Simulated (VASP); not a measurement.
VASP ran on this input.

KPOINTS:
```
Automatic mesh
0
Gamma
10 10 10
0 0 0
```

INCAR:
```
! general
SYSTEM = Ca
PREC   = Accurate
ENCUT  = 300   ! plane-wave cut-off (eV)
LREAL  = .FALSE.   ! projection in real space or not
LASPH  = .TRUE.

! electronic loop
EDIFF  = 1E-6
NELM   = 100   ! most electronic steps
ALGO   = Normal

! smearing
ISMEAR = 0
SIGMA  = 0.272   ! width (eV)

! functional
GGA    = PE   ! PBE

! ions
ISIF   = 2   ! forces and stress, cell fixed

! output
LWAVE  = .FALSE.
LCHARG = .FALSE.
```

### POSCAR
```
Ca
1
    0.0000000000     2.7483040000     2.7483040000
    2.7483040000     0.0000000000     2.7483040000
    2.7483040000     2.7483040000     0.0000000000
Ca
1
Direct
  0.0000000000   0.0000000000   0.0000000000
```

POTCAR, in this order: Ca_sv (PBE.64 set). Program: vasp_std.

**Question.** Write an equivalent input for Ansatz.

**Answer.** One equivalent input (not run):
Ansatz 0.2 input:
```yaml
crystal:
  lattice:
    - [0.0000000, 2.7483040, 2.7483040]
    - [2.7483040, 0.0000000, 2.7483040]
    - [2.7483040, 2.7483040, 0.0000000]
  atoms:
    - { symbol: Ca, position: [0.0000000, 0.0000000, 0.0000000] }
kpoints:
  mp_grid: { grid: [10, 10, 10] }
hamiltonian:
  xc: pbe
  pseudopotentials: { kind: paw }
scf:
  occupations: { method: gaussian, width: 0.272 }
  max_iter: 100
output: { forces: true, stress: true, eigenvalues: true }
```
Limits of the translation: each code has its own PAW files, so the cut-off isn't converted (ENCUT is set for VASP's; basis.ecutwfc is left out, and Ansatz then takes the one that its files recommend); Ansatz stops its SCF on the density residual and VASP on the energy change (EDIFF).

The structure comes from a computed database's Ca entry; how it stands against other phases isn't given here. The cell was not relaxed at this level, and its volume differs by -8.7 % from the start's.
